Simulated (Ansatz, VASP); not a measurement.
## One calculation of RbMg, two programs

```
Rb Mg
1.0
     7.36930    0.00000    0.00000
    -3.68465    6.38200    0.00000
     0.00000    0.00000    5.94569
Rb Mg
3 3
Direct
  0.50000 0.00000 0.00000
  0.50000 0.50000 0.00000
  0.00000 0.50000 0.00000
  0.00000 0.00000 0.00000
  0.33333 0.66667 0.50000
  0.66667 0.33333 0.50000
```

Alike in both runs: task single point; functional PBE; k mesh 3 × 3 × 4; occupations gaussian, width 0.1 eV; no spin polarisation.

|  | VASP | Ansatz |
| --- | --- | --- |
| version | VASP 6.6.1 | Ansatz 0.2.0 |
| potentials or method | VASP PAW PBE potentials, release 64 (Rb_sv, Mg) | scalar-relativistic, plane waves, PAW |
| plane-wave cutoff (eV) | 520 | 420 |
| valence electrons in the cell | 33 | 57 |

|  | VASP | Ansatz | Ansatz less VASP |
| --- | --- | --- | --- |
| gap on the k mesh at the Fermi level (eV) | none | none | - |
| pressure (GPa) | 2.7 | 2.7 | 0.00 |
| largest component of the traceless stress (GPa) | 0.62 | 0.61 | -0.004 |

A gap of «none» marks a metal or a gap that the smearing closes. The two sets of potentials don't hold the same shells in valence.
